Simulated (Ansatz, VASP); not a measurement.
# Two plane-wave programs on LaSc2As4

```
CELL_PARAMETERS angstrom
4.77690 0.00000 0.00000
0.00000 4.77690 0.00000
0.00000 0.00000 8.37571
ATOMIC_POSITIONS crystal
La 0.00000 0.00000 0.92006
Sc 0.00000 0.50000 0.05952
Sc 0.50000 0.00000 0.05952
As 0.21527 0.66090 0.27682
As 0.78473 0.33910 0.27682
As 0.33910 0.21527 0.27682
As 0.66090 0.78473 0.27682
```

Alike in both runs: task single point; functional PBE; k mesh 4 × 4 × 2; occupations gaussian, width 0.1 eV; no spin polarisation.

|  | VASP | Ansatz |
| --- | --- | --- |
| version | VASP 6.6.1 | Ansatz 0.2.0 |
| potentials or method | VASP PAW PBE potentials, release 64 (La, Sc_sv, As) | scalar-relativistic, plane waves, PAW |
| plane-wave cutoff (eV) | 520 | 420 |
| valence electrons in the cell | 53 | 93 |

```tsv
	VASP	Ansatz	Ansatz less VASP
gap on the k mesh at the Fermi level (eV)	none	none	-
rms of the force components (eV/Å)	3.424	3.332	-0.0919
```

Atom by atom the forces differ by 0.105 eV/Å (rms over components). A gap of «none» marks a metal or a gap that the smearing closes. With one functional, cell and mesh, what is left measures potentials, basis and numerics. The two sets of potentials don't hold the same shells in valence.

Caveats: the k mesh is coarse (spacing up to 0.38 Å⁻¹), so the values aren't converged; forces of over 1 eV/Å show positions far from the minimum, so gaps and moduli don't describe the material at rest. The runs have no spin-orbit coupling, so splittings on La are missing.
